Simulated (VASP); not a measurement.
A convergence study with VASP on BeS (zinc blende): one setting is varied, all else stays as given below, so the limit is that of these other settings.

```xyz
2
Lattice="0.0000 2.4350 2.4350 2.4350 0.0000 2.4350 2.4350 2.4350 0.0000" Properties=species:S:1:pos:R:3 pbc="T T T"
Be     0.0000     0.0000     0.0000
S      1.2175     1.2175     1.2175
```

Level of theory: PBE GGA, VASP's PBE PAW potentials (set 64) (plane waves; VASP 6.6.1). The tightest run used: 550 eV cut-off, 14×14×14 Monkhorst-Pack mesh, Gaussian smearing of 0.050 eV, potentials Be S.

```json
[
 {"setting": "1×1×1 mesh", "E (eV/atom)": "2.2724", "pressure (GPa)": "81.63", "irreducible k-points": "1"},
 {"setting": "2×2×2 mesh", "E (eV/atom)": "-4.9827", "pressure (GPa)": "0.83", "irreducible k-points": "2"},
 {"setting": "3×3×3 mesh", "E (eV/atom)": "-4.8860", "pressure (GPa)": "2.51", "irreducible k-points": "4"},
 {"setting": "4×4×4 mesh", "E (eV/atom)": "-5.0066", "pressure (GPa)": "0.37", "irreducible k-points": "10"},
 {"setting": "5×5×5 mesh", "E (eV/atom)": "-5.0011", "pressure (GPa)": "0.52", "irreducible k-points": "10"}
]
```

Task: These are the cheaper rows. Estimate the results at 14×14×14 mesh, and how far the last row shown lies from them.

Result: 
| quantity | tightest run | last row shown is off by |
|---|---|---|
| E (eV/atom) | -5.0067 | 0.0057 |
| pressure (GPa) | 0.37 | 0.14 |

Left out are rungs that failed or repeat a setting and relaxations that didn't move; long series are thinned to 24 rows.

The compound is BeS in the zinc blende structure. The cell was not relaxed at this level.
